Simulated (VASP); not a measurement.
## What goes wrong when the modes of Sb are computed with a bad input

Some phonon runs on Sb get a fault in the input on purpose. Which of them show, and how? The starting structure is a measured crystal structure from the Crystallography Open Database.

Method: Kohn-Sham DFT with plane waves and PAW; LDA, in VASP 6.6.1.

**1. Starting point**

It takes space group R-3m (No. 166, trigonal). Conventional cell: a = 4.301 Å, b = 4.301 Å, c = 11.222 Å, α = 90.00°, β = 90.00°, γ = 120.00°. Nearest to Sb lie 3 Sb at 2.90 Å.

**2. Reference modes**

The cell comes from a relaxation at this level, not shown (58.47 Å³).

INCAR

```
SYSTEM = Sb
PREC = Accurate
ENCUT = 450
EDIFF = 1E-08
NELM = 100
ISMEAR = 1
SIGMA = 0.15
LREAL = .FALSE.
ALGO = Normal
GGA = CA
NBANDS = 11
LORBIT = 11
LWAVE = .FALSE.
LCHARG = .FALSE.
KPAR = 2
IBRION = 8
ISIF = 2
```

POSCAR

```
Sb
1.0
    2.1512680898      1.2420352108      3.6473188251
   -2.1512680898      1.2420352108      3.6473188251
    0.0000000000     -2.4840704215      3.6473188251
Sb
2
Direct
    0.7635730203      0.7635730203      0.7635730203
    0.2364269797      0.2364269797      0.2364269797
```

KPOINTS

```
Automatic mesh
0
Gamma
12 12 12
0 0 0
```

The projector-augmented-wave data sets are Sb (LDA family, release 64).

On the command line:

```bash
$ mpirun -np 2 vasp_std
```

The program printed:

```text
[banner, memory and clock lines left out]
running    2 mpi-ranks, on    1 nodes
 distrk:  each k-point on    1 cores,    2 groups
 distr:  one band on    1 cores,    1 groups

 POSCAR found type information on POSCAR Sb
 POSCAR found :  1 types and       2 ions
 LDA part: xc-table for (Slater(with rela. corr.)+CA(PZ))
 , standard interpolation
 POSCAR, INCAR and KPOINTS ok, starting setup
 FFT: planning ... GRIDC
 FFT: planning ... GRID_SOFT
 FFT: planning ... GRID
 WAVECAR not read
 entering main loop
       N       E                     dE             d eps       ncg     rms          rms(c)
DAV:   1     0.339303294811E+02    0.33930E+02   -0.33448E+03  4158   0.641E+02
DAV:   2    -0.777557235830E+01   -0.41706E+02   -0.40396E+02  5580   0.110E+02
DAV:   3    -0.963431182773E+01   -0.18587E+01   -0.18277E+01  5025   0.262E+01
DAV:   4    -0.965214158521E+01   -0.17830E-01   -0.17824E-01  4711   0.305E+00
DAV:   5    -0.965234698840E+01   -0.20540E-03   -0.20540E-03  4866   0.369E-01    0.322E+00
DAV:   6    -0.963716552182E+01    0.15181E-01   -0.32623E-03  4659   0.311E-01    0.191E+00
DAV:   7    -0.962858514457E+01    0.85804E-02   -0.70433E-03  4533   0.451E-01    0.554E-02
DAV:   8    -0.962859730290E+01   -0.12158E-04   -0.18622E-04  4689   0.984E-02    0.172E-02
DAV:   9    -0.962860094002E+01   -0.36371E-05   -0.13119E-05  4758   0.223E-02    0.584E-03
DAV:  10    -0.962860058244E+01    0.35757E-06   -0.15743E-06  4722   0.694E-03    0.917E-04
DAV:  11    -0.962860060957E+01   -0.27122E-07   -0.14911E-07  4746   0.233E-03    0.358E-04
DAV:  12    -0.962860061002E+01   -0.45418E-09   -0.88487E-09  2787   0.523E-04
   1 F= -.96286006E+01 E0= -.96290274E+01  d E =0.128026E-02
 Linear response reoptimize wavefunctions to high precision
DAV:   1    -0.962860061026E+01   -0.24244E-09   -0.14092E-09  3555   0.259E-04
DAV:   2    -0.962860061029E+01   -0.22396E-10   -0.11039E-10  2424   0.815E-05
 Linear response DOF=           2
 Linear response progress:
  Degree of freedom:   1/  2
       N       E                     dE             d eps       ncg     rms          rms(c)
RMM:   1    -0.260275171598E-01   -0.26028E-01    0.21554E-02 39041   0.121E+00
RMM:   2    -0.256792775285E-01    0.34824E-03   -0.17101E-03 30113   0.252E-01    0.496E-02
RMM:   3    -0.256803371180E-01   -0.10596E-05   -0.19081E-05 31718   0.414E-02    0.292E-02
RMM:   4    -0.257288661180E-01   -0.48529E-04    0.27451E-08 31917   0.202E-02    0.235E-03
RMM:   5    -0.257371933641E-01   -0.83272E-05    0.12245E-06 32491   0.381E-03    0.103E-03
RMM:   6    -0.257389984278E-01   -0.18051E-05   -0.16490E-07 30875   0.920E-04    0.314E-04
RMM:   7    -0.257381685211E-01    0.82991E-06   -0.19244E-07 33046   0.236E-04    0.888E-05
RMM:   8    -0.257381246530E-01    0.43868E-07   -0.65941E-08 33739   0.487E-05    0.198E-05
RMM:   9    -0.257381118154E-01    0.12838E-07    0.12950E-09 33591   0.141E-05    0.201E-06
RMM:  10    -0.257380992911E-01    0.12524E-07   -0.50875E-10 33832   0.573E-06    0.747E-07
RMM:  11    -0.257381053400E-01   -0.60489E-08   -0.13238E-09 21813   0.341E-06    0.128E-07
 first order change of Fermi-energy  -0.21107E-04
 force on displaced ion       1 direction 1 :  -1.815  -0.000  -0.000
 Linear response progress:
  Degree of freedom:   2/  2
       N       E                     dE             d eps       ncg     rms          rms(c)
RMM:   1    -0.270145107694E-01   -0.27015E-01    0.14689E-02  8168   0.122E+00
RMM:   2    -0.257651814716E-01    0.12493E-02   -0.17256E-03  6495   0.261E-01    0.482E-02
RMM:   3    -0.256692253956E-01    0.95956E-04   -0.46063E-05  6906   0.450E-02    0.287E-02
RMM:   4    -0.256028299728E-01    0.66395E-04   -0.25416E-05  6733   0.249E-02    0.690E-03
RMM:   5    -0.256105779817E-01   -0.77480E-05   -0.50987E-07  6951   0.518E-03    0.243E-03
RMM:   6    -0.256123981536E-01   -0.18202E-05   -0.10903E-08  7037   0.108E-03    0.800E-04
RMM:   7    -0.256116932296E-01    0.70492E-06   -0.19851E-08  7086   0.327E-04    0.207E-04
RMM:   8    -0.256117242774E-01   -0.31048E-07   -0.33221E-09  7211   0.557E-05    0.257E-05
RMM:   9    -0.256117435840E-01   -0.19307E-07    0.40265E-10  7217   0.211E-05    0.139E-05
RMM:  10    -0.256117386291E-01    0.49548E-08   -0.53851E-10  7261   0.789E-06    0.308E-06
 first order change of Fermi-energy   0.12668E+00
 force on displaced ion       1 direction 3 :   0.000  -0.000  -4.564
 Linear response finished
```

Wall time 7 min (2 MPI ranks of AMD EPYC 7R43, shared host); peak memory 1.7 GiB; 14 min of CPU time.

Lines that name or quote the potential files are left out of all logs, and their timing lines are given in words.

From OUTCAR (step 2):

```text
ion  position               nearest neighbor table
   1  0.764  0.764  0.764-   2 2.92   2 2.92   2 2.92   2 3.27   2 3.27   2 3.27
   2  0.236  0.236  0.236-   1 2.92   1 2.92   1 2.92   1 3.27   1 3.27   1 3.27

  LATTYP: Found a trigonal (rhomboedric) cell.
 ALAT       =     4.4128834645
 COS(alpha) =     0.5246930674

 Subroutine GETGRP returns: Found 12 space group operations
 (whereof 12 operations were pure point group operations)

The static configuration has the point symmetry D_3d.

 Found    189 irreducible k-points:

   k-points           NKPTS =    189   k-points in BZ     NKDIM =    189   number of bands    NBANDS=     11

   dimension x,y,z NGX =    32 NGY =   32 NGZ =   32
   dimension x,y,z NGXF=    64 NGYF=   64 NGZF=   64

   ENCUT  =  450.0 eV  33.07 Ry    5.75 a.u.   7.63  7.63  7.63*2*pi/ulx,y,z

   NELECT =      10.0000    total number of electrons

 k-points in reciprocal lattice and weights: Automatic mesh
   0.00000000  0.00000000  0.00000000       0.001
   0.08333333  0.00000000  0.00000000       0.003
   0.16666667  0.00000000 -0.00000000       0.003
   0.25000000  0.00000000  0.00000000       0.003
   0.33333333  0.00000000  0.00000000       0.003
   0.41666667  0.00000000 -0.00000000       0.003
   0.50000000  0.00000000  0.00000000       0.002
   0.08333333  0.08333333  0.00000000       0.003
   0.16666667  0.08333333 -0.00000000       0.007
[...]
-0.41666667  0.50000000  0.41666667       0.003
   0.50000000  0.50000000  0.50000000       0.001

 average (electrostatic) potential at core
       1 -86.3895       2 -86.3895

  Total        0.0004727      0.0004727      0.0026228      0.0000000      0.0000000      0.0000000
  in kB        0.0129523      0.0129523      0.0718664      0.0000000      0.0000000      0.0000000
  external PRESSURE =       0.0325903 kB  Pullay stress =       0.0000000 kB

  energy-cutoff  :      450.00
  volume of cell :       58.47
      direct lattice vectors                 reciprocal lattice vectors
     2.151268090  1.242035211  3.647318825     0.232421055  0.134188359  0.091391334
    -2.151268090  1.242035211  3.647318825    -0.232421055  0.134188359  0.091391334
     0.000000000 -2.484070421  3.647318825     0.000000000 -0.268376718  0.091391334

 POSITION                                       TOTAL-FORCE (eV/Angst)
 -----------------------------------------------------------------------------------
      0.00000      0.00000      8.35498         0.000000     -0.000000     -0.001318
      0.00000      0.00000      2.58697         0.000000      0.000000      0.001318
 -----------------------------------------------------------------------------------
    total drift:                                0.000000     -0.000000      0.000000

 Eigenvectors and eigenvalues of the dynamical matrix
 ----------------------------------------------------

   1 f  =    4.280440 THz    26.894799 2PiTHz  142.780115 cm-1    17.702470 meV
             X         Y         Z           dx          dy          dz
      0.000000  0.000000  8.354983    -0.000000    0.000000    0.707107
      0.000000  0.000000  2.586974     0.000000   -0.000000   -0.707107

   2 f  =    2.699470 THz    16.961270 2PiTHz   90.044625 cm-1    11.164106 meV
             X         Y         Z           dx          dy          dz
      0.000000  0.000000  8.354983    -0.000005   -0.707107    0.000000
      0.000000  0.000000  2.586974     0.000005    0.707107   -0.000000

   3 f  =    2.699470 THz    16.961270 2PiTHz   90.044625 cm-1    11.164106 meV
             X         Y         Z           dx          dy          dz
      0.000000  0.000000  8.354983     0.707107   -0.000005    0.000000
      0.000000  0.000000  2.586974    -0.707107    0.000005   -0.000000

   4 f  =    0.000000 THz     0.000000 2PiTHz    0.000001 cm-1     0.000000 meV
             X         Y         Z           dx          dy          dz
      0.000000  0.000000  8.354983    -0.663313    0.243524    0.026688
      0.000000  0.000000  2.586974    -0.663313    0.243524    0.026688

   5 f/i=    0.000000 THz     0.000000 2PiTHz    0.000001 cm-1     0.000000 meV
             X         Y         Z           dx          dy          dz
      0.000000  0.000000  8.354983    -0.238857   -0.625765   -0.226638
      0.000000  0.000000  2.586974    -0.238857   -0.625765   -0.226638

   6 f/i=    0.000000 THz     0.000000 2PiTHz    0.000002 cm-1     0.000000 meV
             X         Y         Z           dx          dy          dz
      0.000000  0.000000  8.354983    -0.054435   -0.221617    0.669270
      0.000000  0.000000  2.586974    -0.054435   -0.221617    0.669270

 ELASTIC MODULI CONTR FROM IONIC RELAXATION (kBar)
 Direction    XX          YY          ZZ          XY          YZ          ZX
 --------------------------------------------------------------------------------
 XX         -78.6436    -70.9139   -133.0219     -0.0000     27.7627      0.0000
 YY         -70.9139    -78.6436   -133.0219      0.0000    -27.7627     -0.0000
 ZZ        -133.0219   -133.0219   -236.6291      0.0000     -0.0000     -0.0000
 XY          -0.0000      0.0000      0.0000     -3.8649      0.0000     26.2286
 YZ          27.7627    -27.7627     -0.0000      0.0000   -199.4293     -0.0000
 ZX           0.0000     -0.0000     -0.0000     26.2286     -0.0000   -177.9989
 --------------------------------------------------------------------------------
```

Energies printed during the response cycles are not total energies of the cell.

Reference: the zone-centre modes are A1g 142.8, Eg 90.0 cm⁻¹.

**3. Modes with finite displacements, else as the reference**

Against step 2 the input has IBRION = 6, NFREE = 2 and POTIM = 0.015 (also changed: NSW).

Edit INCAR of step 2 so:

```diff
@@ -15,3 +15,6 @@
 KPAR = 2
-IBRION = 8
+IBRION = 6
+NFREE = 2
+POTIM = 0.015
+NSW = 1
 ISIF = 2
```

POSCAR is that of step 2.

KPOINTS is that of step 2.

On the command line:

```bash
$ mpirun -np 2 vasp_std
```

The program printed:

```text
[... set-up lines as in an earlier step ...]
 entering main loop
       N       E                     dE             d eps       ncg     rms          rms(c)
[... 12 cycles as in an earlier step ...]
   1 F= -.96286006E+01 E0= -.96290274E+01  d E =0.128026E-02
[...]
2 F= -.96283966E+01 E0= -.96288134E+01  d E =0.125038E-02
[...]
3 F= -.96283966E+01 E0= -.96288134E+01  d E =0.125038E-02
[...]
4 F= -.96280534E+01 E0= -.96284515E+01  d E =0.119431E-02
[...]
5 F= -.96281215E+01 E0= -.96285437E+01  d E =0.126659E-02
 Finite differences progress:
  Degree of freedom:   2/  2
  Displacement:        2/  2
  Total:               4/  4
```

Run time: 5.8 min. Hardware: 2 MPI ranks; peak memory 1.3 GiB.

OUTCAR, selected parts (step 3):

```text
  Total       -0.0512013     -0.0512013     -0.0905810      0.0000000     -0.0000000      0.0000000
  in kB       -1.4029362     -1.4029362     -2.4819559      0.0000000     -0.0000000      0.0000000
  external PRESSURE =      -1.7626095 kB  Pullay stress =       0.0000000 kB

 POSITION                                       TOTAL-FORCE (eV/Angst)
 -----------------------------------------------------------------------------------
      0.00000      0.00000      8.33998         0.000000      0.000000      0.064868
      0.00000      0.00000      2.58697         0.000000     -0.000000     -0.064868
 -----------------------------------------------------------------------------------
    total drift:                               -0.000000      0.000000      0.000099

  FREE ENERGIE OF THE ION-ELECTRON SYSTEM (eV)
  ---------------------------------------------------
  free  energy   TOTEN  =        -9.6281215253 eV

  energy  without entropy=       -9.6293881107  energy(sigma->0) =       -9.62854372

[... 2 parts as in an earlier step ...]

[... 1 further part left out ...]
[key lines of the parts left out:]
E-fermi :   7.4571
```

The last energy, forces and stress in OUTCAR belong to the last displaced cell, not to that of POSCAR.

With finite displacements, else as the reference the modes are A1g 142.7, Eg 90.0 cm⁻¹; the largest shift is -0.1 cm⁻¹, in A1g, from the reference.

**4. Modes with one-sided displacements**

A slip made on purpose: one-sided displacements. Against step 2 the input has IBRION = 6, NFREE = 1 and POTIM = 0.015 (also changed: NELM and NSW).

Edit INCAR of step 3 so:

```diff
@@ -4,3 +4,3 @@
 EDIFF = 1E-08
-NELM = 100
+NELM = 60
 ISMEAR = 1
@@ -16,3 +16,3 @@
 IBRION = 6
-NFREE = 2
+NFREE = 1
 POTIM = 0.015
```

POSCAR is that of step 3.

KPOINTS is that of step 3.

On the command line:

```bash
$ mpirun -np 2 vasp_std
```

The program printed:

```text
[... set-up lines as in an earlier step ...]
 entering main loop
       N       E                     dE             d eps       ncg     rms          rms(c)
[... 12 cycles as in an earlier step ...]
   1 F= -.96286006E+01 E0= -.96290274E+01  d E =0.128026E-02
 Found     2 degrees of freedom:
 Finite differences POTIM= 0.01500 DOF=   2
[...]
N       E                     dE             d eps       ncg     rms          rms(c)
[... 5 cycles as in an earlier step ...]
   2 F= -.96283966E+01 E0= -.96288134E+01  d E =0.125038E-02
 Finite differences progress:
  Degree of freedom:   1/  2
  Displacement:        1/  1
  Total:               1/  2
[...]
N       E                     dE             d eps       ncg     rms          rms(c)
DAV:   1    -0.962764364667E+01    0.75292E-03   -0.12282E-01  4218   0.199E+00    0.616E-02
DAV:   2    -0.962796471943E+01   -0.32107E-03   -0.30495E-03  4587   0.405E-01    0.283E-02
DAV:   3    -0.962801533821E+01   -0.50619E-04   -0.44633E-05  4853   0.517E-02    0.102E-02
DAV:   4    -0.962804760190E+01   -0.32264E-04   -0.45185E-06  4701   0.120E-02    0.212E-03
DAV:   5    -0.962805261112E+01   -0.50092E-05   -0.40532E-07  4629   0.370E-03    0.457E-04
DAV:   6    -0.962805297443E+01   -0.36331E-06   -0.33015E-08  4650   0.112E-03    0.155E-04
DAV:   7    -0.962805325513E+01   -0.28070E-06   -0.18320E-09  2469   0.265E-04    0.513E-05
DAV:   8    -0.962805335461E+01   -0.99484E-07   -0.52457E-10  2301   0.151E-04    0.250E-05
DAV:   9    -0.962805335953E+01   -0.49195E-08   -0.92658E-11  2211   0.751E-05
   3 F= -.96280534E+01 E0= -.96284515E+01  d E =0.119431E-02
 Finite differences progress:
  Degree of freedom:   2/  2
  Displacement:        1/  1
  Total:               2/  2
```

It took 2.5 min on 2 MPI ranks; peak memory 0.94 GiB.

From OUTCAR (step 4):

```text
  Total        0.0550964      0.0550964      0.0965832     -0.0000000      0.0000000      0.0000000
  in kB        1.5096654      1.5096654      2.6464212     -0.0000000      0.0000000      0.0000000
  external PRESSURE =       1.8885840 kB  Pullay stress =       0.0000000 kB

 POSITION                                       TOTAL-FORCE (eV/Angst)
 -----------------------------------------------------------------------------------
      0.00000      0.00000      8.36998         0.000000     -0.000000     -0.071825
      0.00000      0.00000      2.58697         0.000000      0.000000      0.071825
 -----------------------------------------------------------------------------------
    total drift:                                0.000000     -0.000000      0.000004

  FREE ENERGIE OF THE ION-ELECTRON SYSTEM (eV)
  ---------------------------------------------------
  free  energy   TOTEN  =        -9.6280533595 eV

  energy  without entropy=       -9.6292476654  energy(sigma->0) =       -9.62845146

[... 2 parts as in an earlier step ...]

[... 1 further part left out ...]
[key lines of the parts left out:]
E-fermi :   7.4612
```

With one-sided displacements the modes are A1g 144.9, Eg 90.9 cm⁻¹; the largest shift is +2.2 cm⁻¹, in A1g, from finite displacements, else as the reference.

**5. Modes with a structure that was not relaxed**

A slip made on purpose: a structure that was not relaxed. Against step 2 the input has another starting structure (also changed: NELM).

Edit INCAR of step 4 so:

```diff
@@ -15,6 +15,3 @@
 KPAR = 2
-IBRION = 6
-NFREE = 1
-POTIM = 0.015
-NSW = 1
+IBRION = 8
 ISIF = 2
```

POSCAR

```
Sb
1.0
    2.1503500000      1.2415051514      3.7406666667
   -2.1503500000      1.2415051514      3.7406666667
    0.0000000000     -2.4830103027      3.7406666667
Sb
2
Direct
    0.7663800000      0.7663800000      0.7663800000
    0.2336200000      0.2336200000      0.2336200000
```

KPOINTS is that of step 4.

On the command line:

```bash
$ mpirun -np 2 vasp_std
```

The program printed:

```text
[... set-up lines as in an earlier step ...]
 entering main loop
       N       E                     dE             d eps       ncg     rms          rms(c)
DAV:   1     0.348023822842E+02    0.34802E+02   -0.33302E+03  4158   0.639E+02
DAV:   2    -0.776744061035E+01   -0.42570E+02   -0.41454E+02  5751   0.110E+02
DAV:   3    -0.963081117258E+01   -0.18634E+01   -0.18495E+01  5081   0.266E+01
DAV:   4    -0.964712040719E+01   -0.16309E-01   -0.16304E-01  4730   0.300E+00
[...]
DAV:  10    -0.962017721686E+01    0.37729E-06   -0.22075E-06  4734   0.820E-03    0.114E-03
DAV:  11    -0.962017727023E+01   -0.53365E-07   -0.18314E-07  4680   0.274E-03    0.432E-04
DAV:  12    -0.962017726974E+01    0.48391E-09   -0.13001E-08  3076   0.626E-04
   1 F= -.96201773E+01 E0= -.96204749E+01  d E =0.892958E-03
 Linear response reoptimize wavefunctions to high precision
DAV:   1    -0.962017726997E+01   -0.22641E-09   -0.26189E-09  4404   0.334E-04
DAV:   2    -0.962017727000E+01   -0.28933E-10   -0.11885E-10  2379   0.738E-05
 Linear response DOF=           2
 Linear response progress:
[...]
RMM:   8    -0.255852382726E-01    0.10109E-06   -0.40164E-08 33832   0.468E-05    0.160E-05
RMM:   9    -0.255852154915E-01    0.22781E-07   -0.63776E-09 33721   0.126E-05    0.194E-06
RMM:  10    -0.255852128021E-01    0.26894E-08   -0.51318E-10 33403   0.545E-06    0.773E-07
 first order change of Fermi-energy  -0.30023E-04
 force on displaced ion       1 direction 1 :  -2.819  -0.000  -0.000
 Linear response progress:
  Degree of freedom:   2/  2
       N       E                     dE             d eps       ncg     rms          rms(c)
RMM:   1    -0.271536926909E-01   -0.27154E-01    0.16482E-02  8120   0.122E+00
RMM:   2    -0.260132211229E-01    0.11405E-02   -0.17346E-03  6475   0.261E-01    0.490E-02
RMM:   3    -0.258915427559E-01    0.12168E-03   -0.52069E-05  6901   0.465E-02    0.292E-02
RMM:   4    -0.257981249919E-01    0.93418E-04   -0.30418E-05  6725   0.263E-02    0.776E-03
[...]
RMM:   8    -0.258022071000E-01   -0.40507E-07   -0.31771E-09  7203   0.695E-05    0.311E-05
RMM:   9    -0.258022310286E-01   -0.23929E-07    0.65732E-10  7243   0.230E-05    0.171E-05
RMM:  10    -0.258022281517E-01    0.28769E-08    0.77575E-10  7282   0.883E-06    0.469E-06
 first order change of Fermi-energy  -0.45897E+00
 force on displaced ion       1 direction 3 :   0.000  -0.000  -5.319
 Linear response finished
```

Run time: 6.9 min. Hardware: 2 MPI ranks; peak memory 1.8 GiB; 14 min of CPU time.

From OUTCAR (step 5):

```text
  Total       -0.1200847     -0.1200847     -0.3076250      0.0000000     -0.0000000     -0.0000000
  in kB       -3.2110000     -3.2110000     -8.2257254      0.0000000     -0.0000000     -0.0000000
  external PRESSURE =      -4.8825751 kB  Pullay stress =       0.0000000 kB

 POSITION                                       TOTAL-FORCE (eV/Angst)
 -----------------------------------------------------------------------------------
      0.00000      0.00000      8.60032         0.000000     -0.000000     -0.145227
      0.00000      0.00000      2.62168         0.000000      0.000000      0.145227
 -----------------------------------------------------------------------------------
    total drift:                                0.000000     -0.000000      0.000000

[... 1 part as in an earlier step ...]

[... 1 further part left out ...]
```

With a structure that was not relaxed the modes are A1g 154.1, Eg 112.2 cm⁻¹; the largest shift is +22.2 cm⁻¹, in Eg, from the reference.

(Continued in part 2 of 2.)

[Lines on the potential files, build, host, timing and source positions are cut from VASP's logs without a mark.]

[Logs are printed without paths, hosts, clocks, repeated set-up lines and the standing remarks that a program may print on its own settings, such as how far it seeks lower states.]

[Hosts, paths, dates, database ids (printed as entryN), source tags and the programs' standing remarks are cut or masked in the printed files.]
